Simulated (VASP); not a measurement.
Runs of VASP 6.6.1 on Bi. Symmetry: R-3m, No. 166, trigonal system. The conventional cell has a = 4.535 Å, b = 4.535 Å, c = 11.814 Å, α = 90.00°, β = 90.00°, γ = 120.00°. Bi (site symmetry 3m) has 6 Bi at 3.06 to 3.52 Å as nearest neighbours. 

```csv
task,level,potentials or basis,k mesh,cutoff (eV),mesh quality,pressure (GPa),largest force (eV/Å)
single point,PBE,"VASP PAW PBE potentials, release 64 (Bi_d)",3 × 3 × 3,520,coarse,1.9,0.02
band structure,PBE,"VASP PAW PBE potentials, release 64 (Bi)",4 × 4 × 4,250,coarse,(a),0.03
band structure,PBE,"VASP PAW PBE potentials, release 64 (Bi_d_GW)",8 × 8 × 8,450,not flagged,(c),0.18
band structure,r2SCAN,"VASP PAW PBE potentials, release 64 (Bi_d)",8 × 8 × 8,520,not flagged,(b),0.01
```

Alike in all rows: no spin polarisation; cell as given; smearing gaussian 0.02 eV.

Q: Fill in the values left out.

A: (a) 2.0; (b) 1.2; (c) 1.8.

Caveats: some runs use coarse meshes; the PAW data sets were made with another functional, which shifts forces and pressure a little (some runs).

Not every run made on this cell is shown here.
